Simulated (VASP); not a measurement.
A run of VASP 6.6.1 is set up as follows.

INCAR

```
PREC     = Normal         # precision mode
ENCUT    = 520            # plane-wave cutoff, eV
EDIFF    = 1E-4           # SCF threshold, eV
ISMEAR   = 0              # smearing method
SIGMA    = 0.15           # smearing width, eV
LREAL    = False          # projectors in reciprocal space
LASPH    = True           # aspherical terms in the spheres
NELM     = 60             # most SCF steps
ALGO     = Fast           # electronic algorithm
ISIF     = 3              # what is computed and relaxed
LWAVE    = False          # write WAVECAR
LCHARG   = False          # write CHGCAR
GGA      = PE             # functional
IBRION   = 2              # ionic algorithm
NSW      = 24             # ionic steps
EDIFFG   = -0.08          # ionic threshold
```

The input KPOINTS:

```
Automatic mesh
0
Gamma
  4 4 4
```

Contents of POSCAR:

```
Nb3B5
1.0
    4.4515595800      0.0000000000      0.0000000000
    0.0000000000      4.4515595800      0.0000000000
    0.0000000000      0.0000000000      4.4515595800
Nb B
3 5
Direct
    0.5000000000      0.0000000000      0.0000000000
    0.0000000000      0.5000000000      0.0000000000
    0.0000000000      0.0000000000      0.5000000000
    0.7490813800      0.7490813800      0.7490813800
    0.2509186200      0.2509186200      0.7490813800
    0.2509186200      0.7490813800      0.2509186200
    0.7490813800      0.2509186200      0.2509186200
    0.5000000000      0.5000000000      0.5000000000
```

Potentials or basis: VASP PAW PBE potentials, release 64 (Nb_sv, B).

The run is started by

```bash
$ cat potpaw_PBE.64/Nb_sv/POTCAR potpaw_PBE.64/B/POTCAR > POTCAR
$ mpirun -np 1 vasp_std > vasp.out
```

What does it give for the relaxed cell?

a = 4.783 Å, b = 4.783 Å, c = 4.783 Å, α = 90.00°, β = 90.00°, γ = 90.00°.

What does it give for the relaxed volume?

13.67 Å³/atom.

Estimate the band gap on the k mesh.

none (metal or under the smearing width).

Estimate the space group after relaxing (to 0.05 Å).

P-43m (No. 215).

The path:
```csv
step,energy change (eV),largest force (eV/Å),pressure (GPa),volume (Å³)
1,0.0000,5.7760,61.76,88.21
2,-2.0126,0.8438,-13.44,154.37
3,-6.0018,1.4721,-4.29,115.49
4,-6.0009,1.5249,-3.53,114.89
5,-6.3909,0.8880,-0.87,111.22
6,-6.5214,0.2058,2.17,107.99
7,-6.5216,0.1730,2.13,107.85
8,-6.5296,0.1283,-1.33,110.40
9,-6.5358,0.0056,-0.16,109.40
```

Caveat: the volume moved by over 15 % at a fixed basis, so the end points are rough.
